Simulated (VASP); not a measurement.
VASP runs on Ga (alpha) share one base input (PBE GGA, plane waves, VASP's PBE PAW potentials (set 64)) and change the settings named in each case.

POSCAR:
```
Ga
1
    2.3052000000    -3.9066000000    -0.0000000000
    2.3052000000     3.9066000000     0.0000000000
    0.0000000000     0.0000000000     4.6206000000
Ga
4
Direct
  0.1549000000   0.8451000000   0.9190000000
  0.3451000000   0.6549000000   0.4190000000
  0.6549000000   0.3451000000   0.5810000000
  0.8451000000   0.1549000000   0.0810000000
```

### KPOINTS
```
Automatic mesh
0
Gamma
7 7 6
0 0 0
```

### INCAR
```
SYSTEM  =  Ga
PREC  =  Accurate; ENCUT  =  400; LREAL  =  .FALSE.
LASPH  =  .TRUE.
EDIFF  =  1E-6; NELM  =  100; ALGO  =  Normal
LMAXMIX  =  4
ISMEAR  =  1; SIGMA  =  0.1
GGA  =  PE
ISIF  =  2
LWAVE  =  .FALSE.; LCHARG  =  .FALSE.
```

POTCAR, in this order: Ga_d (PBE.64 set). Program: vasp_std.

```
change            E(σ→0) (eV/atom)  largest force (eV/Å)  plane waves
----------------  ----------------  --------------------  -----------
base run                   -2.9006                 0.105         1530
PREC = Low              (withheld)            (withheld)         1530
PREC = Normal              -2.9005                 0.103         1530
PREC = Single           (withheld)            (withheld)         1530
ADDGRID = .TRUE.           -2.9006                 0.105         1530
LASPH = .FALSE.            -2.8999                 0.112         1530
LREAL = Auto               -2.9012                 0.104         1530
```

Q: Complete the blanks.

A: 
- PREC = Low, E(σ→0) (eV/atom): -2.9054
- PREC = Low, largest force (eV/Å): 0.134
- PREC = Single, E(σ→0) (eV/atom): -2.9034
- PREC = Single, largest force (eV/Å): 0.106

Left out are runs that ran out of time, are held back, or changed the cell or the kind of run, fixed moments of cells without a moment, rows past the twelfth, gaps on odd meshes, pressures of charged cells and columns that move by less than the noise.

The compound is Ga in the alpha structure. The cell was not relaxed at this level, forces remain on its atoms.
